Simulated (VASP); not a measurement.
Method: PBEsol GGA, VASP's PBE PAW potentials (set 64) (plane waves; VASP 6.6.1).

Input for VASP

**POSCAR**
```
CdTe
1.0
  0.0000000000   3.2510321343   3.2510321343
  3.2510321343   0.0000000000   3.2510321343
  3.2510321343   3.2510321343   0.0000000000
Cd Te
1 1
Direct
  0.0000000000   1.0000000000   1.0000000000
  0.2500000000   0.2500000000   0.2500000000
```

### INCAR
```
! general
SYSTEM   =  CdTe
PREC     =  Accurate
ENCUT    =  500
LREAL    =  .FALSE.
LASPH    =  .TRUE.

! electronic loop
EDIFF    =  1E-6
NELM     =  100
ALGO     =  Normal
LMAXMIX  =  4

! smearing
ISMEAR   =  0
SIGMA    =  0.05

! functional
GGA      =  PS

! ions
IBRION   =  2
NSW      =  40
ISIF     =  3
EDIFFG   =  -0.02

! output
LWAVE    =  .FALSE.
LCHARG   =  .FALSE.
```

**KPOINTS**
```
Automatic mesh
0
Gamma
7 7 7
0 0 0
```

POTCAR, in this order: Cd Te (PBE.64 set). Program: vasp_std.

Unless said otherwise, spin-orbit coupling is left out, though it shifts the bands of the heavy elements here.

Q: Estimate the energy per atom (σ→0), band gap (on the k-mesh).

A: 
```yaml
energy per atom (σ→0): -2.744 eV/atom
band gap (on the k-mesh): 0.63 eV
```

OSZICAR:
```
...
DAV:   7    -0.548893194541E+01    0.17606E-01   -0.11187E-01   595   0.254E+00    0.186E+00
DAV:   8    -0.548796477088E+01    0.96717E-03   -0.99137E-03   550   0.139E+00    0.529E-01
DAV:   9    -0.548793643665E+01    0.28334E-04   -0.79030E-04   595   0.333E-01    0.121E-01
DAV:  10    -0.548796771929E+01   -0.31283E-04   -0.11564E-04   565   0.113E-01    0.548E-02
DAV:  11    -0.548799223238E+01   -0.24513E-04   -0.48042E-05   543   0.459E-02    0.342E-02
DAV:  12    -0.548799040259E+01    0.18298E-05   -0.44689E-06   615   0.164E-02    0.177E-02
DAV:  13    -0.548799032595E+01    0.76634E-07   -0.38647E-07   310   0.432E-03
   1 F= -.54879903E+01 E0= -.54879903E+01  d E =-.548799E+01
```

The structure was generated: CdTe was put into the zinc blende type (F-43m), which need not be its known phase. It was relaxed first.
